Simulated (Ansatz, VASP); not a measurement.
**SrCd: VASP beside Ansatz**

```xyz
2
Lattice="3.9489 0.0000 0.0000 0.0000 3.9489 0.0000 0.0000 0.0000 3.9489" Properties=species:S:1:pos:R:3 pbc="T T T"
Sr    1.9744    1.9744    1.9744
Cd    0.0000    0.0000    0.0000
```

Change from the starting cell: volume scaled by 0.96.

Alike in both runs: task single point; functional LDA; k mesh 10 × 10 × 10; occupations fermi-dirac, width 0.08 eV; no spin polarisation.

```csv
,VASP,Ansatz
version,VASP 6.6.1,Ansatz 0.2.0
potentials or method,"VASP PAW LDA potentials, release 64 (Sr_sv, Cd), cutoff 520 eV","all-electron LAPW, scalar-relativistic"
```

Ansatz gave:

```
pressure (GPa) : -1.0
```

**Question.** What did VASP give for the same quantities?

**Answer.** Pressure (GPa): -0.9.

Ansatz ran all-electron here, so the differences hold the error of VASP's frozen core and of both bases.
